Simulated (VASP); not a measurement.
Data:

```xyz
4
Lattice="3.1337 0.0000 0.0000 -1.5669 2.7139 0.0000 0.0000 0.0000 4.9589" Properties=species:S:1:pos:R:3 pbc="T T T"
Si     0.0000     1.8093     1.2397
Si     1.5669     0.9046     3.7192
C      0.0000     1.8093     3.7192
C      1.5669     0.9046     1.2397
```

These are r2SCAN meta-GGA, VASP's PBE PAW potentials (set 64) (plane waves; VASP) values and carry that method's errors. Settings: 520 eV cut-off, 18×18×10 Γ-centred mesh, Gaussian smearing of 0.010 eV, potentials Si C.

Task: Give the direction-averaged independent-particle dielectric function (no local fields, no excitons; a broadening of 0.1 eV leaves a tail below the gap, and fine structure carries the noise of the k-mesh).

Result: 
```json
[
 {"ħω (eV)": "0.00", "ε₁": "9.04", "ε₂": "0.00"},
 {"ħω (eV)": "0.30", "ε₁": "9.06", "ε₂": "0.02"},
 {"ħω (eV)": "0.60", "ε₁": "9.14", "ε₂": "0.03"},
 {"ħω (eV)": "0.90", "ε₁": "9.26", "ε₂": "0.05"},
 {"ħω (eV)": "1.20", "ε₁": "9.45", "ε₂": "0.07"},
 {"ħω (eV)": "1.60", "ε₁": "9.82", "ε₂": "0.11"},
 {"ħω (eV)": "1.90", "ε₁": "10.21", "ε₂": "0.15"},
 {"ħω (eV)": "2.20", "ε₁": "10.74", "ε₂": "0.21"},
 {"ħω (eV)": "2.50", "ε₁": "11.49", "ε₂": "0.32"},
 {"ħω (eV)": "2.90", "ε₁": "12.86", "ε₂": "0.71"},
 {"ħω (eV)": "3.20", "ε₁": "14.42", "ε₂": "1.12"},
 {"ħω (eV)": "3.50", "ε₁": "17.54", "ε₂": "2.13"},
 {"ħω (eV)": "3.80", "ε₁": "22.39", "ε₂": "9.43"},
 {"ħω (eV)": "4.10", "ε₁": "15.59", "ε₂": "19.16"},
 {"ħω (eV)": "4.50", "ε₁": "5.95", "ε₂": "17.14"},
 {"ħω (eV)": "4.80", "ε₁": "2.82", "ε₂": "15.96"},
 {"ħω (eV)": "5.10", "ε₁": "-0.10", "ε₂": "10.51"},
 {"ħω (eV)": "5.40", "ε₁": "-0.05", "ε₂": "7.53"},
 {"ħω (eV)": "5.80", "ε₁": "2.20", "ε₂": "5.46"},
 {"ħω (eV)": "6.10", "ε₁": "3.02", "ε₂": "4.81"},
 {"ħω (eV)": "6.40", "ε₁": "5.78", "ε₂": "4.81"},
 {"ħω (eV)": "6.70", "ε₁": "7.17", "ε₂": "6.59"},
 {"ħω (eV)": "7.00", "ε₁": "7.17", "ε₂": "9.25"},
 {"ħω (eV)": "7.40", "ε₁": "6.20", "ε₂": "12.91"},
 {"ħω (eV)": "7.70", "ε₁": "0.00", "ε₂": "12.48"},
 {"ħω (eV)": "8.00", "ε₁": "-0.44", "ε₂": "10.43"},
 {"ħω (eV)": "8.30", "ε₁": "0.79", "ε₂": "8.42"},
 {"ħω (eV)": "8.70", "ε₁": "0.09", "ε₂": "9.25"},
 {"ħω (eV)": "9.00", "ε₁": "-1.35", "ε₂": "10.19"},
 {"ħω (eV)": "9.30", "ε₁": "-3.28", "ε₂": "8.42"},
 {"ħω (eV)": "9.60", "ε₁": "-2.65", "ε₂": "6.75"},
 {"ħω (eV)": "10.00", "ε₁": "-3.22", "ε₂": "6.67"}
]
```
ε₂ peaks at 4.1 eV (height 19.2), 7.5 eV (height 14.2); ε₁(0) averages 9.04, so the electronic refractive index below the gap tends to √9.04 = 3.01.

The structure was generated: SiC was put into the h-BN type (P6_3/mmc), which need not be its known phase. It was relaxed first, which changed the volume by -46 %.
